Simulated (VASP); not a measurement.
VASP runs on Ni3Si share one base input (PBE GGA, plane waves, VASP's PBE PAW potentials (set 64)) and change the settings named in each case.

POSCAR:
```
Ni3Si
1
    3.5100000000     0.0000000000     0.0000000000
    0.0000000000     4.9638900000     0.0000000000
    0.0000000000     0.0000000000    24.6868000000
Si Ni
4 12
Direct
  0.0000000000   0.7857950000   0.3743300000
  0.0000000000   0.2857950000   0.4748650000
  0.0000000000   0.7857950000   0.5754050000
  0.0000000000   0.2857950000   0.6759400000
  0.5000000000   0.5357950000   0.3240600000
  0.5000000000   0.0357950000   0.3240600000
  0.0000000000   0.2857950000   0.3743300000
  0.5000000000   0.0357950000   0.4245990000
  0.5000000000   0.5357950000   0.4245990000
  0.0000000000   0.7857950000   0.4748650000
  0.5000000000   0.5357950000   0.5251350000
  0.5000000000   0.0357950000   0.5251350000
  0.0000000000   0.2857950000   0.5754050000
  0.5000000000   0.0357950000   0.6256700000
  0.5000000000   0.5357950000   0.6256700000
  0.0000000000   0.7857950000   0.6759400000
```

### INCAR
```
! general
SYSTEM   =  Ni3Si
PREC     =  Accurate
ENCUT    =  300
LREAL    =  Auto
LASPH    =  .TRUE.

! electronic loop
EDIFF    =  1E-6
NELM     =  100
ALGO     =  Normal
LMAXMIX  =  4

! smearing
ISMEAR   =  1
SIGMA    =  0.1

! functional
GGA      =  PE

! ions
ISIF     =  2

! output
LWAVE    =  .FALSE.
LCHARG   =  .FALSE.
```

### KPOINTS
```
K-points
0
Gamma
 8 6 1
```

POTCAR, in this order: Si Ni (PBE.64 set). Program: vasp_std.

```json
[
 {"change": "base run", "E(σ→0) (eV/atom)": "-5.6005", "largest force (eV/Å)": "1.216", "−TS (eV)": "-0.0020"},
 {"change": "SIGMA = 0.002", "E(σ→0) (eV/atom)": "-5.6003", "largest force (eV/Å)": "1.235", "−TS (eV)": "-0.0001"},
 {"change": "SIGMA = 0.01", "E(σ→0) (eV/atom)": "-5.6004", "largest force (eV/Å)": "1.236", "−TS (eV)": "-0.0004"},
 {"change": "SIGMA = 0.025", "E(σ→0) (eV/atom)": "-5.6004", "largest force (eV/Å)": "1.225", "−TS (eV)": "-0.0016"},
 {"change": "SIGMA = 0.05", "E(σ→0) (eV/atom)": "-5.6005", "largest force (eV/Å)": "1.220", "−TS (eV)": "-0.0013"},
 {"change": "SIGMA = 0.15", "E(σ→0) (eV/atom)": "-5.6006", "largest force (eV/Å)": "1.209", "−TS (eV)": "0.0028"},
 {"change": "SIGMA = 0.2", "E(σ→0) (eV/atom)": "-5.6007", "largest force (eV/Å)": "1.201", "−TS (eV)": "0.0105"},
 {"change": "SIGMA = 0.3", "E(σ→0) (eV/atom)": "-5.6009", "largest force (eV/Å)": "1.193", "−TS (eV)": "0.0488"},
 {"change": "SIGMA = 0.5", "E(σ→0) (eV/atom)": "-5.6013", "largest force (eV/Å)": "1.192", "−TS (eV)": "0.2907"},
 {"change": "SIGMA = 0.8", "E(σ→0) (eV/atom)": "-5.5970", "largest force (eV/Å)": "1.163", "−TS (eV)": "0.8715"},
 {"change": "KPOINTS 1×1×1 Γ-centred mesh", "E(σ→0) (eV/atom)": "-5.2021", "largest force (eV/Å)": "1.378", "−TS (eV)": "0.0232"},
 {"change": "KPOINTS 2×1×1 Γ-centred mesh", "E(σ→0) (eV/atom)": "-5.2774", "largest force (eV/Å)": "1.093", "−TS (eV)": "-0.0315"},
 {"change": "KPOINTS 2×2×1 Γ-centred mesh", "E(σ→0) (eV/atom)": "-5.5989", "largest force (eV/Å)": "0.887", "−TS (eV)": "-0.0084"}
]
```
 Energies of different potentials or functionals have different zeros.  The cell holds a wide vacuum, so values per volume refer to the whole cell.

Left out are runs that ran out of time, are held back, or changed the cell or the kind of run, fixed moments of cells without a moment, rows past the twelfth, gaps on odd meshes, pressures of charged cells and columns that move by less than the noise.

The cell is a sheet or thin cut with vacuum, built from a generated structure. The run is not spin-polarised, so no magnetic state was tried.
